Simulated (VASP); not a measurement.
OSZICAR of a VASP run on CuZn (CsCl type):

**OSZICAR**
```
       N       E                     dE             d eps       ncg     rms          rms(c)
DAV:   1     0.109854818697E+03    0.10985E+03   -0.11683E+04  3776   0.257E+03
DAV:   2    -0.315787631703E+01   -0.11301E+03   -0.11039E+03  3607   0.329E+02
DAV:   3    -0.607001630170E+01   -0.29121E+01   -0.29035E+01  4280   0.720E+01
DAV:   4    -0.609240589854E+01   -0.22390E-01   -0.22383E-01  4370   0.559E+00
DAV:   5    -0.609268287358E+01   -0.27698E-03   -0.27698E-03  4578   0.640E-01    0.982E+00
DAV:   6    -0.587099253393E+01    0.22169E+00   -0.16823E+01  3984   0.111E+02    0.587E+00
DAV:   7    -0.498589377996E+01    0.88510E+00   -0.38108E+00  3898   0.107E+02    0.243E+00
DAV:   8    -0.498729736942E+01   -0.14036E-02   -0.17773E-01  4715   0.579E+00    0.134E+00
DAV:   9    -0.497758565335E+01    0.97117E-02   -0.18870E-02  4444   0.366E+00    0.602E-02
DAV:  10    -0.497760586382E+01   -0.20210E-04   -0.51769E-04  4312   0.258E-01    0.317E-02
DAV:  11    -0.497760740734E+01   -0.15435E-05   -0.64491E-06  5582   0.646E-02    0.926E-03
DAV:  12    -0.497760685112E+01    0.55622E-06   -0.79072E-07  5228   0.199E-02    0.734E-04
DAV:  13    -0.497760663748E+01    0.21364E-06   -0.35442E-08  2550   0.381E-03    0.465E-04
DAV:  14    -0.497760649696E+01    0.14052E-06   -0.25281E-08  2276   0.530E-03    0.169E-04
DAV:  15    -0.497760655263E+01   -0.55667E-07   -0.35593E-09  2108   0.138E-03
   1 F= -.58649400E+01 E0= -.58649400E+01  d E =0.000000E+00
```

Problem. Which electronic solver shows in the log?

Solution. It is blocked Davidson (ALGO = Normal, or the opening steps of other solvers). The INCAR had ALGO = Normal.

Problem. Can the final energy be trusted as converged?

Solution. Self-consistency was reached. It stopped with EDIFF = 1E-7, NELM = 100 (PBE GGA with D3 dispersion (zero damping), plane waves, VASP's PBE PAW potentials (set 64)).

The compound is CuZn in the CsCl type structure. It was relaxed first. The electron count is odd and the run is not spin-polarised, which forces a metal.
